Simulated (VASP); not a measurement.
Something may be wrong with this VASP 6.6.1 calculation of LiBiS3.

Contents of INCAR:

```
SYSTEM = LiBiS3
  PREC = Low
  ENCUT = 220
  EDIFF = 1E-7
  ISMEAR = -1
  SIGMA = 0.05
  LREAL = .FALSE.
  LASPH = .TRUE.
  NELM = 77
  ALGO = Normal
  ISIF = 3
  LWAVE = .FALSE.
  LCHARG = .FALSE.
  IBRION = 2
  NSW = 30
  EDIFFG = -0.01
  PSTRESS = 0
```

Contents of KPOINTS:

```
Automatic mesh
0
G
  5 5 5
  0 0 0
```

The input POSCAR:

```
LiBiS3
1.0
    4.5614400000      0.0000000000      0.0000000000
    0.0000000000      4.5614400000      0.0000000000
    0.0000000000      0.0000000000      4.5614400000
Li Bi S
1 1 3
Direct
    0.5000000000      0.5000000000      0.5000000000
    0.0000000000      0.0000000000      0.0000000000
    0.5000000000      0.5000000000      0.0000000000
    0.0000000000      0.5000000000      0.5000000000
    0.5000000000      0.0000000000      0.5000000000
```

Potentials or basis: VASP PAW LDA potentials, release 64 (Li_sv, Bi_d, S).

Run with:

```console
$ cat potpaw_LDA.64/Li_sv/POTCAR potpaw_LDA.64/Bi_d/POTCAR potpaw_LDA.64/S/POTCAR > POTCAR
$ mpirun -np 1 vasp_std > vasp.out
```

OUTCAR:

```text
SYSTEM = LiBiS3
   PREC = Low
   ENCUT = 220
   EDIFF = 1E-7
   ISMEAR = -1
   LREAL = .FALSE.
   LASPH = .TRUE.
   NELM = 77
   ISIF = 3
   IBRION = 2
   NSW = 30
   EDIFFG = -0.01
   PSTRESS = 0

 ion  position               nearest neighbor table
   1  0.500  0.500  0.500-   3 2.28   4 2.28   5 2.28   3 2.28   5 2.28   4 2.28
   2  0.000  0.000  0.000-   3 3.23   4 3.23   5 3.23   4 3.23   5 3.23   3 3.23   4 3.23   4 3.23
                             3 3.23   5 3.23   5 3.23   3 3.23
   3  0.500  0.500  0.000-   1 2.28   1 2.28   2 3.23   2 3.23   2 3.23   2 3.23
   4  0.000  0.500  0.500-   1 2.28   1 2.28   2 3.23   2 3.23   2 3.23   2 3.23
   5  0.500  0.000  0.500-   1 2.28   1 2.28   2 3.23   2 3.23   2 3.23   2 3.23

  LATTYP: Found a simple cubic cell.
 ALAT       =     4.5614400000

  Lattice vectors:
[... 254 lines left out ...]
[... 1 line left out ...]
  ext. energy  EPLUGINS =         0.00000000
  ---------------------------------------------------
  free energy    TOTEN  =       -23.18346930 eV

  energy without entropy =      -23.15926753  energy(sigma->0) =      -23.17136841

 E-fermi :   6.9432     XC(G=0): -11.0170

 val. band max:        6.9158662066   @ k =   0.4000   0.4000   0.4000
 cond. band min:       7.0400931498   @ k =   0.4000   0.4000   0.0000
[... 1 line left out ...]
 Fermi energy:         6.9431869588

[... 250 lines left out ...]
------------------------ aborting loop because EDIFF is reached ----------------------------------------

  FORCE on cell =-STRESS in cart. coord.  units (eV):
  Direction    XX          YY          ZZ          XY          YZ          ZX
  --------------------------------------------------------------------------------------
  -------------------------------------------------------------------------------------
  Total       -0.0490521     -0.0490521     -0.0490521     -0.0000000     -0.0000000      0.0000000
  in kB       -0.9317902     -0.9317902     -0.9317902     -0.0000000     -0.0000000      0.0000000
  external PRESSURE =      -0.9317902 kB  Pullay stress =       0.0000000 kB
[... 20 lines left out ...]
  FREE ENERGIE OF THE ION-ELECTRON SYSTEM (eV)
  ---------------------------------------------------
  free  energy   TOTEN  =       -23.1834692989 eV

  energy  without entropy=      -23.1592675302  energy(sigma->0) =      -23.17136841

 reached required accuracy - stopping structural energy minimisation
```

On the terminal:

```text
POSCAR found type information on POSCAR LiBiS
 POSCAR found :  3 types and       5 ions
 scaLAPACK will be used
 LDA part: xc-table for (Slater(with rela. corr.)+CA(PZ))
 , standard interpolation
 POSCAR, INCAR and KPOINTS ok, starting setup
 FFT: planning ... GRIDC
 FFT: planning ... GRID_SOFT
 FFT: planning ... GRID
 WAVECAR not read
 entering main loop
 curvature:   0.00 expect dE= 0.000E+00 dE for cont linesearch  0.000E+00
 trial: gam= 0.00000 g(F)=  0.000E+00 g(S)=  0.113E+01 ort = 0.000E+00 (trialstep = 0.100E+01)
 search vector abs. value=  0.113E+01
 bond charge predicted
 trial-energy change:   -0.246487  1 .order   -0.237735   -1.129261    0.653791
 step:   0.6401(harm=  0.6333)  dis= 0.00000  next Energy=   -23.179714 (dE=-0.364E+00)
 bond charge predicted
 curvature:  -0.32 expect dE=-0.220E-04 dE for cont linesearch -0.220E-04
 trial: gam=-0.00779 g(F)=  0.198E-66 g(S)=  0.696E-04 ort = 0.887E-02 (trialstep = 0.928E+00)
 search vector abs. value=  0.440E-08
 reached required accuracy - stopping structural energy minimisation
```

**Question.** Diagnose the run.

**Answer.** The calculation finished and met its thresholds. The input holds a flaw that was put in on purpose: cell relaxed at a low cutoff (ENCUT = 220; PREC = Low). The program doesn't stop on it, so the numbers can't be trusted though the run ends normally.
